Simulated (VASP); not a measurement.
The input files of a VASP run:

### POSCAR
```
Li
1
   -1.7183451483     1.7183451483     1.7183451483
    1.7183451483    -1.7183451483     1.7183451483
    1.7183451483     1.7183451483    -1.7183451483
Li
1
Direct
  0.0000000000   0.0000000000   0.0000000000
```

### KPOINTS
```
Automatic mesh
0
Gamma
15 15 15
0 0 0
```

INCAR:
```
SYSTEM = Li
PREC = Accurate
ENCUT = 520
EDIFF = 1E-7
NELM = 100
ALGO = Normal
LREAL = .FALSE.
LASPH = .TRUE.
ISMEAR = 1
SIGMA = 0.1
GGA = RP
LWAVE = .FALSE.
LCHARG = .FALSE.
ISIF = 2
```

POTCAR, in this order: Li_sv (PBE.64 set). Program: vasp_std.

Question: Translate this RPBE calculation to Ansatz.

Answer: One equivalent input (not run):
Ansatz 0.2 input:
```yaml
crystal:
  lattice:
    - [-1.7183451, 1.7183451, 1.7183451]
    - [1.7183451, -1.7183451, 1.7183451]
    - [1.7183451, 1.7183451, -1.7183451]
  atoms:
    - { symbol: Li, position: [0.0000000, 0.0000000, 0.0000000] }
kpoints:
  mp_grid: { grid: [15, 15, 15] }
hamiltonian:
  xc: rpbe
  pseudopotentials: { kind: paw }
scf:
  occupations: { method: methfessel_paxton, width: 0.1 }
  max_iter: 100
output: { forces: true, stress: true, eigenvalues: true }
```
What does not carry over: each code has its own PAW files, so the cut-off isn't converted (ENCUT is set for VASP's; basis.ecutwfc is left out, and Ansatz then takes the one that its files recommend); Ansatz stops its SCF on the density residual and VASP on the energy change (EDIFF).

The compound is Li in the bcc structure. This cell is one point of a volume scan, at 0.97 of the reference volume.
